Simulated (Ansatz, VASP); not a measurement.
**MoPO5 in two plane-wave programs**

Aim: how closely do two programs agree when they are given the same cell, functional and k mesh? The cell is taken from a series of runs on this material, whose earlier steps may have relaxed, scaled, displaced or heated it; both programs get it as it stands.

Program: Ansatz 0.2.0. Level of theory: plane waves, with VASP 6.6.1 beside it; PBEsol and PBEsol, DFT+U. Results are calculated unless marked as measured.

### 1. The starting structure

It takes space group P4/n (No. 85, tetragonal). The conventional cell has a = 6.206 Å, b = 6.206 Å, c = 4.214 Å, α = 90.00°, β = 90.00°, γ = 90.00°. Nearest to Mo lie 5 O at 1.68 to 1.98 Å. Nearest to P lie 4 O at 1.53 Å. O has 1 P at 1.53 Å and 1 Mo at 1.98 Å nearest. Nearest to O lie 1 Mo at 1.68 Å. Farther neighbours and most contacts between anions are not listed.

As a file:

```cif
data_structure
_symmetry_space_group_name_H-M 'P 1'
_symmetry_Int_Tables_number 1
_cell_length_a 6.2061
_cell_length_b 6.2061
_cell_length_c 4.2142
_cell_angle_alpha 90.000
_cell_angle_beta 90.000
_cell_angle_gamma 90.000
_cell_volume 162.31
loop_
_atom_site_label
_atom_site_type_symbol
_atom_site_fract_x
_atom_site_fract_y
_atom_site_fract_z
_atom_site_occupancy
Mo1 Mo 0.50000 0.00000 0.19463 1
Mo2 Mo 0.00000 0.50000 0.80537 1
P3 P 0.00000 0.00000 0.50000 1
P4 P 0.50000 0.50000 0.50000 1
O5 O 0.80709 0.94414 0.29058 1
O6 O 0.44414 0.69291 0.29058 1
O7 O 0.55586 0.30709 0.29058 1
O8 O 0.19291 0.05586 0.29058 1
O9 O 0.00000 0.50000 0.20314 1
O10 O 0.50000 0.00000 0.79686 1
O11 O 0.30709 0.44414 0.70942 1
O12 O 0.94414 0.19291 0.70942 1
O13 O 0.05586 0.80709 0.70942 1
O14 O 0.69291 0.55586 0.70942 1
```

### 2. Ansatz: single point, PBEsol

Ansatz runs on its PAW soft_1 files.

With cell and atoms fixed, the geometry can't cause a difference; cores, projectors, grids and the points listed under the comparison can.

input.yaml

```yaml
crystal:
  lattice:
    - [6.20613052, 0.0, 0.0]
    - [0.0, 6.20613052, 0.0]
    - [0.0, 0.0, 4.21419894]
  atoms:
    - { symbol: Mo, position: [0.5, 0.0, 0.19462736], spin: 1.0 }
    - { symbol: Mo, position: [0.0, 0.5, 0.80537264], spin: 1.0 }
    - { symbol: P, position: [0.0, 0.0, 0.5] }
    - { symbol: P, position: [0.5, 0.5, 0.5] }
    - { symbol: O, position: [0.80708682, 0.94413766, 0.29057601] }
    - { symbol: O, position: [0.44413766, 0.69291318, 0.29057601] }
    - { symbol: O, position: [0.55586234, 0.30708682, 0.29057601] }
    - { symbol: O, position: [0.19291318, 0.05586234, 0.29057601] }
    - { symbol: O, position: [0.0, 0.5, 0.20313866] }
    - { symbol: O, position: [0.5, 0.0, 0.79686134] }
    - { symbol: O, position: [0.30708682, 0.44413766, 0.70942399] }
    - { symbol: O, position: [0.94413766, 0.19291318, 0.70942399] }
    - { symbol: O, position: [0.05586234, 0.80708682, 0.70942399] }
    - { symbol: O, position: [0.69291318, 0.55586234, 0.70942399] }
magnetization:
  spin_polarized: true
kpoints:
  mp_grid: { grid: [3, 3, 4] }
scf:
  lower_state_search: "off"
  occupations: { method: fermi_dirac, width: 0.01 }
hamiltonian:
  xc: pbesol
  pseudopotentials: { kind: paw, azcp: { folder: soft_1 }, xc_functional: pbe }
output:
  forces: true
  eigenstates:
    nscf_kmesh: { grid: [3, 3, 4] }
    top_band: c65
    magnetocrystalline_anisotropy:
      directions: [[1, 0, 0], [0, 1, 0], [0, 0, 1], [1, 1, 0], [1, 0, 1], [0, 1, 1]]
```

On the command line:

```
ansatz run input.yaml --threads 4 --pin off --max-ram 9216MiB --backend cpu --events-out ev --progress --plain --runs-dir out
```

Numbers of over 12 decimals in the logs are rounded to 6 here.

What it wrote:

```text
Engine: ansatz 0.2.0, x86_64-unknown-linux-gnu
Pseudopotentials: kind: paw
Pseudopotential: Mo, paw, valence charge 14, recommended cutoff 420 eV (normal), soft_1/Mo.paw.azcp
Pseudopotential: P, paw, valence charge 5, recommended cutoff 420 eV (normal), soft_1/P.paw.azcp
Pseudopotential: O, paw, valence charge 6, recommended cutoff 420 eV (normal), soft_1/O.paw.azcp
Functional definition: PBEsol
  exchange = pbesol_x
  correlation = pbesol_c
Crystal: 14 atoms, lattice volume = 162.314 Å³
Basis set: ecut = 420 eV, 3179 PW (Γ), exchange–correlation on 90×90×60 points (8 copies of the dense FFT grid, shifted against one another)
Bands: 64, of which v1, the nominal top of the filled ones, is band 49 counted from 1 (48 counted from 0)
Symmetry: 8 space group operations
Space group: P4/n (ITA 85), of the structure as read, at distance tolerance 5.5e-5 Å
Magnetic group: BNS 85.59 (UNI 719), of the structure as read, at distance tolerance 5.5e-5 Å
k-points: 9 of 36
Non-local potential: Mo, projectors of the file, l = 0: 3, l = 1: 2, l = 2: 2, l = 3: 1
Non-local potential: P, projectors of the file, l = 0: 2, l = 1: 2, l = 2: 1
Non-local potential: O, projectors of the file, l = 0: 2, l = 1: 2, l = 2: 1
PAW form: soft (Blöchl's): semilocal exchange-correlation on the pseudo side does not see the compensation charge
PAW frozen core: Mo, regenerated for the run's functional, and the local potential with it (the file was generated under x = pbe(κ = 0.804, μ = 0.219515), c = pbe(β = 0.066725))
PAW frozen core: P, regenerated for the run's functional, and the local potential with it (the file was generated under x = pbe(κ = 0.804, μ = 0.219515), c = pbe(β = 0.066725))
PAW frozen core: O, regenerated for the run's functional, and the local potential with it (the file was generated under x = pbe(κ = 0.804, μ = 0.219515), c = pbe(β = 0.066725))
PAW one-centre angular grid: Mo, 590 points (default); XC on 64 Gauss nodes
PAW one-centre angular grid: P, 110 points (default); XC on 64 Gauss nodes
PAW one-centre angular grid: O, 110 points (default); XC on 64 Gauss nodes
Initial density: superposition of atomic densities (chi_scale 0.1, normalization cell, long waves kept (reshape's long-wave potential 0.01 eV rms))
Starting moments: Σ|m| = 2 μB on 2 of 14 sites
Initial wavefunctions: pseudopotential atomic-orbital guess
Functional: x = pbesol(κ = 0.804, μ = 0.123457), c = pbesol(β = 0.046)
SCF iter   1: F=—  HF=-16895.369627 eV  |F-HF|=—  |Δ(HF+E_count)|=         —  Δρ=7.86e-2 (↑7.86e-2 ↓7.06e-2)  dr2=3.57e1  dr2_m=4.82e-1  M=2.000 μB ∫|m|=2.145 μB  β_m=0.30  ethr=3.10e-3  ⟨swp⟩=7.2  Hψ=5379  notcnv=0  defer=6
preconditioner: auto → Resta (q_TF=auto, 2.508 Å⁻¹)  ε∞=4.0  [insulator: Δε(μ)=0.347 eV  Ē_g=15.216 eV  σ=0.010 eV  W_gap=1.00  n_scr=38 (ndim 8)  ℏωp=26.4 eV  f_vac=0.000  D(μ)=0.00/eV (n_scr^D=0)  ε∞_Penn≈4.0]
spin=Collinear: Resta preconditioning applied to the charge; magnetization (m = ρ↑ − ρ↓) channel mixes plain (no charge-response kernel on spin).
SCF iter   2: F=—  HF=-16888.125721 eV  |F-HF|=—  |Δ(HF+E_count)|=    7.24e0  Δρ=3.66e-2 (↑3.66e-2 ↓3.14e-2)  dr2=5.60e0  dr2_m=2.35e-1  M=2.000 μB ∫|m|=2.208 μB  β_m=0.30  ethr=3.10e-3  ⟨swp⟩=3.0  Hψ=2417  notcnv=0  defer=111
SCF iter   3: F=—  HF=-16887.098682 eV  |F-HF|=—  |Δ(HF+E_count)|=    1.03e0  Δρ=1.97e-2 (↑1.97e-2 ↓1.95e-2)  dr2=7.82e-1  dr2_m=1.12e-1  M=2.000 μB ∫|m|=2.215 μB  β_m=0.30  ethr=3.10e-3  ⟨swp⟩=2.3  Hψ=1954  notcnv=0  defer=112
SCF iter   4: F=—  HF=-16887.046946 eV  |F-HF|=—  |Δ(HF+E_count)|=   5.17e-2  Δρ=1.07e-2 (↑1.07e-2 ↓1.07e-2)  dr2=2.25e-1  dr2_m=5.92e-2  M=2.000 μB ∫|m|=2.208 μB  β_m=0.30  ethr=7.98e-4  ⟨swp⟩=2.4  Hψ=1490  notcnv=0  defer=130
SCF iter   5: F=—  HF=-16887.061951 eV  |F-HF|=—  |Δ(HF+E_count)|=   1.50e-2  Δρ=5.92e-3 (↑4.57e-3 ↓5.92e-3)  dr2=5.10e-2  dr2_m=3.09e-2  M=2.000 μB ∫|m|=2.214 μB  β_m=0.30  ethr=2.29e-4  ⟨swp⟩=2.9  Hψ=1829  notcnv=0  defer=130
SCF iter   6: F=—  HF=-16887.067867 eV  |F-HF|=—  |Δ(HF+E_count)|=   5.92e-3  Δρ=3.70e-3 (↑3.42e-3 ↓3.70e-3)  dr2=4.90e-3  dr2_m=1.71e-2  M=2.000 μB ∫|m|=2.214 μB  β_m=0.30  ethr=5.20e-5  ⟨swp⟩=3.3  Hψ=1885  notcnv=0  defer=130
SCF iter   7: F=—  HF=-16887.077655 eV  |F-HF|=—  |Δ(HF+E_count)|=   9.79e-3  Δρ=2.55e-3 (↑2.50e-3 ↓2.55e-3)  dr2=5.23e-4  dr2_m=9.32e-3  M=2.000 μB ∫|m|=2.216 μB  β_m=0.30  ethr=5.00e-6  ⟨swp⟩=2.6  Hψ=2128  notcnv=0  defer=130
Mixer restart at iter 7: flushing history
spin-set hold released at iteration 7 (site moments contracting): the magnetisation degrees of freedom join the quasi-Newton model from the next iteration; the mixer history was flushed
SCF iter   8: F=—  HF=-16887.081622 eV  |F-HF|=—  |Δ(HF+E_count)|=   3.97e-3  Δρ=1.85e-3 (↑1.85e-3 ↓1.85e-3)  dr2=2.77e-4  dr2_m=5.03e-3  M=2.000 μB ∫|m|=2.218 μB  β_m=0.65  ethr=5.33e-7  ⟨swp⟩=2.0  Hψ=2043  notcnv=0  defer=130
SCF iter   9: F=—  HF=-16887.086514 eV  |F-HF|=—  |Δ(HF+E_count)|=   4.89e-3  Δρ=2.65e-4 (↑2.04e-4 ↓2.65e-4)  dr2=2.56e-4  dr2_m=4.27e-6  M=2.000 μB ∫|m|=2.223 μB  β_m=0.55  ethr=2.83e-7  ⟨swp⟩=3.0  Hψ=2481  notcnv=0  defer=130
SCF iter  10: F=—  HF=-16887.086473 eV  |F-HF|=—  |Δ(HF+E_count)|=   4.10e-5  Δρ=6.15e-5 (↑3.98e-5 ↓6.15e-5)  dr2=9.79e-6  dr2_m=1.38e-6  M=2.000 μB ∫|m|=2.223 μB  β_m=0.77  ethr=2.61e-7  ⟨swp⟩=2.0  Hψ=1574  notcnv=0  defer=130
SCF iter  11: F=—  HF=-16887.085937 eV  |F-HF|=—  |Δ(HF+E_count)|=   5.36e-4  Δρ=3.69e-5 (↑3.69e-5 ↓2.72e-5)  dr2=7.33e-6  dr2_m=1.57e-7  M=2.000 μB ∫|m|=2.223 μB  β_m=0.78  ethr=9.99e-9  ⟨swp⟩=2.1  Hψ=1898  notcnv=0  defer=130
SCF iter  12: F=—  HF=-16887.085939 eV  |F-HF|=—  |Δ(HF+E_count)|=   1.83e-6  Δρ=2.66e-5 (↑2.33e-5 ↓2.66e-5)  dr2=3.54e-6  dr2_m=1.31e-8  M=2.000 μB ∫|m|=2.223 μB  β_m=0.65  ethr=7.48e-9  ⟨swp⟩=2.0  Hψ=1616  notcnv=0  defer=130
SCF iter  13: F=—  HF=-16887.085939 eV  |F-HF|=—  |Δ(HF+E_count)|=   1.59e-8  Δρ=9.89e-6 (↑8.06e-6 ↓9.89e-6)  dr2=5.09e-7  dr2_m=2.87e-9  M=2.000 μB ∫|m|=2.223 μB  β_m=0.79  ethr=3.62e-9  ⟨swp⟩=2.0  Hψ=1377  notcnv=0  defer=130
SCF iter  14: F=-16887.085939 eV  HF=-16887.085939 eV  |F-HF|=9.89e-9  |Δ(HF+E_count)|=   7.79e-8  Δρ=2.42e-6 (↑2.24e-6 ↓2.42e-6)  dr2=3.36e-8  dr2_m=1.49e-10  M=2.000 μB ∫|m|=2.223 μB  ethr=1.02e-10  ⟨swp⟩=14.0  Hψ=6337  notcnv=0
SCF 1 converged in 14 iterations: F = -16887.085939 eV  dr2 = 3.36e-8
  greatest PAW one-centre occupation: 0.999 electrons in one spin orbital (limit 2), on the Mo atom at site 1 (counted from 0), in its partial waves of l = 0
NSCF: frozen V_eff on 9 k-points
Magnetocrystalline anisotropy: 0 of 9 k-points coupled
Magnetocrystalline anisotropy: 9 of 9 k-points coupled
SCF converged after 14 iterations
Magnetization: 2.0000 μB (50.0000 up, 48.0000 down)
Absolute magnetization: 2.2266 μB (∫|ρ↑−ρ↓|, with the PAW one-centre terms)
Spin contamination: 0.0066 ħ² per cell (⟨S²⟩ above its minimum at these occupations)
Per-site moments (μB) at R_I (Å): [(0.376704, 0.691459), (0.376704, 0.691459), (0.00684346, 0.629990), (0.00684346, 0.629990), (0.024870, 0.629990), (0.024870, 0.629990), (0.024870, 0.629990), (0.024870, 0.629990), (-0.037369, 0.691459), (-0.037369, 0.691459), (0.024870, 0.629990), (0.024870, 0.629990), (0.024870, 0.629990), (0.024870, 0.629990)]
Free energy (F): -16887.085939 eV
Harris-Foulkes:  -16887.085939 eV  (|F-HF|=9.89e-9)
Internal energy: -16887.085939 eV  (E = F + TS)
E sigma→0 (E₀):  -16887.085939 eV
Fermi energy:    8.790579 eV
--- Per-component energies (eV) ---
  E_band       = -637.791232
  E_kinetic    = 2687.879495
  E_local      = -6740.658468  (includes V_loc(G=0)·N_el)
  E_nonlocal   = 884.355777
  E_hartree    = 2383.744633
  E_xc         = -1200.144253
  E_vxc        = -1465.098526  (∫ρ·V_xc dr)
  E_paw        = -8966.015555  (= ΣΔE_a)
  E_vpaw       = -771.761947  (= ΣTr[D̂ρ^β])
  E_aug_tail   = 0.007752  (compensation charges beyond the density's cutoff)
  E_ewald      = -5937.118990
  E_core_change = 0.863671  (= ΣΔE_core)
  E_smearing   = -0.000000  (= −TS)
  E_closure    = 0.000000  (closes the sum)
  Σ components = -16887.085939   (vs F -16887.085939, Δ=0.00e0)
--- Forces (eV/Å), atoms counted from 1 ---
  atom   1  Mo    -0.00000000     0.00000000     0.59512769
  atom   2  Mo    -0.00000000     0.00000000    -0.59512769
  atom   3  P     -0.00000000     0.00000000     0.00000000
  atom   4  P     -0.00000000     0.00000000    -0.00000000
  atom   5  O     -0.59865217    -0.10482715    -0.37841174
  atom   6  O     -0.10482715     0.59865217    -0.37841174
  atom   7  O      0.10482715    -0.59865217    -0.37841174
  atom   8  O      0.59865217     0.10482715    -0.37841174
  atom   9  O      0.00000000    -0.00000000     0.36545416
  atom  10  O      0.00000000     0.00000000    -0.36545416
  atom  11  O     -0.59865217    -0.10482715     0.37841174
  atom  12  O     -0.10482715     0.59865217     0.37841174
  atom  13  O      0.10482715    -0.59865217     0.37841174
  atom  14  O      0.59865217     0.10482715     0.37841174
  max |Σ_I F_I| component: 1.25e-16 eV/Å
--- Band table (eV; the first three rows and the last of 18) ---
  k-point 0 ↑: bands = [... 45 lower, 5.1181, 5.1181, 5.6612, 8.0756, 8.2966, 9.5904, 9.5904, 9.6175, ... 11 higher]
  k-point 1 ↑: bands = [... 45 lower, 5.3966, 5.3966, 5.5716, 7.9736, 8.3954, 9.7791, 9.7791, 9.8914, ... 11 higher]
  k-point 2 ↑: bands = [... 45 lower, 5.5776, 5.6161, 5.6161, 7.9077, 8.4598, 10.0482, 10.0482, 10.1413, ... 11 higher]
  k-point 8 ↓: bands = [... 45 lower, 5.5014, 5.7505, 5.7552, 9.2491, 9.3868, 10.1037, 10.1059, 10.3378, ... 11 higher]
```

[end of part 1 of 3]

[Lines on the potential files, build, host, timing and source positions are cut from VASP's logs without a mark.]

[Logs are printed without paths, hosts, clocks, repeated set-up lines and the standing remarks that a program may print on its own settings, such as how far it seeks lower states.]

[Hosts, paths, dates, database ids (printed as entryN), source tags and the programs' standing remarks are cut or masked in the printed files.]
